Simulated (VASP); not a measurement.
Output of a VASP run:

File OSZICAR:
```
       N       E                     dE             d eps       ncg     rms          rms(c)
DAV:   1     0.718658064782E+03    0.71866E+03   -0.31658E+04  3120   0.194E+03
DAV:   2     0.294050298142E+02   -0.68925E+03   -0.66751E+03  3360   0.559E+02
DAV:   3    -0.432239060205E+02   -0.72629E+02   -0.71865E+02  3456   0.189E+02
DAV:   4    -0.453381921046E+02   -0.21143E+01   -0.20530E+01  3576   0.308E+01
DAV:   5    -0.453735369981E+02   -0.35345E-01   -0.35328E-01  3328   0.458E+00    0.229E+01
DAV:   6    -0.418503823147E+02    0.35232E+01   -0.21889E+01  3752   0.357E+01    0.161E+01
DAV:   7    -0.419283012128E+02   -0.77919E-01   -0.17077E+00  3240   0.105E+01    0.110E+01
DAV:   8    -0.417033724280E+02    0.22493E+00   -0.60295E-01  3320   0.700E+00    0.293E+00
DAV:   9    -0.419173338558E+02   -0.21396E+00   -0.20751E-01  3584   0.477E+00    0.112E+00
DAV:  10    -0.419249601691E+02   -0.76263E-02   -0.14128E-02  3184   0.851E-01    0.201E-01
DAV:  11    -0.419249269325E+02    0.33237E-04   -0.54174E-04  3640   0.162E-01    0.553E-02
DAV:  12    -0.419249392619E+02   -0.12329E-04   -0.49885E-05  3816   0.758E-02    0.440E-02
DAV:  13    -0.419249433013E+02   -0.40394E-05   -0.11463E-05  2928   0.275E-02    0.161E-02
DAV:  14    -0.419249441517E+02   -0.85042E-06   -0.11484E-06  2288   0.102E-02
   1 F= -.41924944E+02 E0= -.41924944E+02  d E =-.419249E+02  mag=     0.0000
       N       E                     dE             d eps       ncg     rms          rms(c)
DAV:   1    -0.419285428091E+02   -0.35995E-02   -0.93141E-02  3320   0.277E+00    0.502E-01
DAV:   2    -0.419254217465E+02    0.31211E-02   -0.10046E-02  3320   0.824E-01    0.324E-01
DAV:   3    -0.419252920985E+02    0.12965E-03   -0.79012E-04  3704   0.240E-01    0.123E-01
DAV:   4    -0.419252052727E+02    0.86826E-04   -0.63507E-05  3984   0.619E-02    0.703E-02
DAV:   5    -0.419251750148E+02    0.30258E-04   -0.37694E-05  3744   0.509E-02    0.223E-02
DAV:   6    -0.419251759295E+02   -0.91468E-06   -0.46930E-06  2920   0.183E-02
   2 F= -.41925176E+02 E0= -.41925176E+02  d E =-.231778E-03  mag=    -0.0000
```

File OUTCAR:
```
------------------------ aborting loop because EDIFF is reached ----------------------------------------
  FORCE on cell =-STRESS in cart. coord.  units (eV):
  Direction    XX          YY          ZZ          XY          YZ          ZX
  --------------------------------------------------------------------------------------
  Total        0.0295219      0.0295219     -0.1124821      0.0000000      0.0000000      0.0000000
  in kB        0.6477957      0.6477957     -2.4681819      0.0000000      0.0000000      0.0000000
  external PRESSURE =      -0.3908635 kB  Pullay stress =       0.0000000 kB
  volume of cell :       73.02
      direct lattice vectors                 reciprocal lattice vectors
     4.758071539  0.000000000  0.000000000     0.210169181  0.000000000  0.000000000
     0.000000000  4.758071539  0.000000000    -0.000000000  0.210169181  0.000000000
     0.000000000  0.000000000  3.225187369     0.000000000  0.000000000  0.310059505
 POSITION                                       TOTAL-FORCE (eV/Angst)
 -----------------------------------------------------------------------------------
      0.00000      0.00000      0.00000         0.000000      0.000000      0.000000
      2.37904      2.37904      1.61259         0.000000      0.000000      0.000000
      1.43812      1.43812      0.00000        -0.004106     -0.004106     -0.000000
      3.81715      0.94092      1.61259        -0.004106      0.004106      0.000000
      0.94092      3.81715      1.61259         0.004106     -0.004106     -0.000000
      3.31995      3.31995      3.22519         0.004106      0.004106      0.000000
 -----------------------------------------------------------------------------------
    total drift:                                0.000000      0.000000     -0.000000
  FREE ENERGIE OF THE ION-ELECTRON SYSTEM (eV)
  ---------------------------------------------------
  free  energy   TOTEN  =       -41.9251759295 eV

  energy  without entropy=      -41.9251759295  energy(sigma->0) =      -41.92517593

 total charge

# of ion       s       p       d       tot
------------------------------------------
    1        0.184   6.175   5.007  11.366
    2        0.184   6.175   5.007  11.366
    3        1.728   4.348   0.000   6.075
    4        1.728   4.348   0.000   6.075
    5        1.728   4.348   0.000   6.075
    6        1.728   4.348   0.000   6.075
--------------------------------------------------
tot          7.279  29.741  10.015  47.034

 magnetization (x)

# of ion       s       p       d       tot
------------------------------------------
    1        0.013   0.012   4.413   4.438
    2       -0.013  -0.012  -4.413  -4.438
    3       -0.003  -0.028   0.000  -0.031
    4        0.003   0.028   0.000   0.031
    5        0.003   0.028   0.000   0.031
    6       -0.003  -0.028   0.000  -0.031
--------------------------------------------------
tot          0.000   0.000   0.000   0.000

 reached required accuracy - stopping structural energy minimisation
```
(Selected blocks of OUTCAR.)

POSCAR:
```
MnF2
1
    4.7525105210     0.0000000000     0.0000000000
    0.0000000000     4.7525105210     0.0000000000
    0.0000000000     0.0000000000     3.2260145915
Mn F
2 4
Direct
  0.0000000000   0.0000000000   0.0000000000
  0.5000000000   0.5000000000   0.5000000000
  0.3022949434   0.3022949434   1.0000000000
  0.8022949434   0.1977050566   0.5000000000
  0.1977050566   0.8022949434   0.5000000000
  0.6977050566   0.6977050566   0.0000000000
```

Question: Reconstruct the remaining input files.

Answer: One answer among several that fit: the input of the run itself, LDA (Ceperley-Alder, Perdew-Zunger), plane waves, VASP's LDA PAW potentials (set 64).

### KPOINTS
```
Automatic mesh
0
Gamma
4 4 6
0 0 0
```

### INCAR
```
! general
SYSTEM =MnF2
PREC   =Accurate
ENCUT  =520
LREAL  =.FALSE.
LASPH  =.TRUE.

! electronic loop
EDIFF  =1E-6
NELM   =100
ALGO   =Normal
LMAXMIX=4

! smearing
ISMEAR =0
SIGMA  =0.05

! spin
ISPIN  =2
MAGMOM =5.0 -5.0 0.0 0.0 0.0 0.0

! ions
IBRION =2
NSW    =60
ISIF   =3
EDIFFG =-0.02

! output
LWAVE  =.FALSE.
LCHARG =.FALSE.
LORBIT =10
```

POTCAR, in this order: Mn_pv F (LDA.64 set). Program: vasp_std.

The compound is MnF2 in the rutile structure. This run relaxes it. Symmetry was kept, so distortions that lower it aren't found. The start is the result of an earlier pass.
